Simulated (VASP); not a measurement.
Input:

```yaml
crystal:
  lattice:
    - [0.00000, 2.90190, 2.90190]
    - [2.90190, 0.00000, 2.90190]
    - [2.90190, 2.90190, 0.00000]
  atoms:
    - { symbol: Ca, position: [0.00000, 0.00000, 0.00000] }
    - { symbol: S, position: [0.50000, 0.50000, 0.50000] }
```

Calculation: PBE GGA, VASP's PBE PAW potentials (set 64) (plane waves; VASP). Settings: 400 eV cut-off, 7×7×7 Γ-centred mesh, Gaussian smearing of 0.050 eV, potentials Ca_sv S.

Problem. Estimate the energy per atom (σ→0), pressure.

Solution. 
| Quantity | Result |
|---|---|
| energy per atom (σ→0) | -5.174 eV/atom |
| pressure | -2.34 GPa |

Only differences to runs with the same potentials and settings are physical.

The compound is CaS in the rock salt structure. The cell was not relaxed at this level.
